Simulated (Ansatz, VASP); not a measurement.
**Two plane-wave programs on TaAl4**

The input INCAR:

```
SYSTEM = TaAl4
PREC = Accurate
ENCUT = 520
EDIFF = 1E-6
ISMEAR = 0
SIGMA = 0.1
LREAL = .False.
LASPH = .True.
NELM = 100
ALGO = Normal
ISIF = 2
LWAVE = .False.
LCHARG = .False.
GGA = PE
NBANDS = 20
```

The input KPOINTS:

```
Automatic mesh
0
Gamma
  4 4 4
  0 0 0
```

Contents of POSCAR:

```
TaAl4
1.0
    4.4810132400      0.0000000000      0.0000000000
    0.0000000000      4.4810132400      0.0000000000
    0.0000000000      0.0000000000      4.4810132400
Ta Al
1 4
Direct
    0.5000000000      0.5000000000      0.5000000000
    0.5000000000      0.0000000000      0.0000000000
    0.0000000000      0.5000000000      0.0000000000
    0.0000000000      0.0000000000      0.5000000000
    0.0000000000      0.0000000000      0.0000000000
```

Input for Ansatz:

```yaml
crystal:
  lattice:
    - [4.48101324, 0.0, 0.0]
    - [0.0, 4.48101324, 0.0]
    - [0.0, 0.0, 4.48101324]
  atoms:
    - { symbol: Ta, position: [0.5, 0.5, 0.5] }
    - { symbol: Al, position: [0.5, 0.0, 0.0] }
    - { symbol: Al, position: [0.0, 0.5, 0.0] }
    - { symbol: Al, position: [0.0, 0.0, 0.5] }
    - { symbol: Al, position: [0.0, 0.0, 0.0] }
basis:
  ecutwfc: 420
kpoints:
  mp_grid: { grid: [4, 4, 4] }
hamiltonian:
  xc: pbe
scf:
  occupations: { method: gaussian, width: 0.1 }
  lower_state_search: "off"
output:
  forces: true
  stress: true
  eigenvalues: true
```

Alike in both runs: task single point; functional PBE; k mesh 4 × 4 × 4; occupations gaussian, width 0.1 eV; no spin polarisation.

|  | VASP | Ansatz |
| --- | --- | --- |
| version | VASP 6.6.1 | Ansatz 0.2.0 |
| potentials or method | VASP PAW PBE potentials, release 64 (Ta_pv, Al) | scalar-relativistic, plane waves, PAW |
| plane-wave cutoff (eV) | 520 | 420 |
| valence electrons in the cell | 23 | 25 |

```csv
,VASP,Ansatz,Ansatz less VASP
gap on the k mesh at the Fermi level (eV),none,none,-
pressure (GPa),10.6,10.6,-0.08
```

A gap of «none» marks a metal or a gap that the smearing closes. The functional is the same, so the differences come from potentials, cutoffs and numerics. The two sets of potentials don't hold the same shells in valence.

The runs have no spin-orbit coupling, so splittings on Ta are missing.
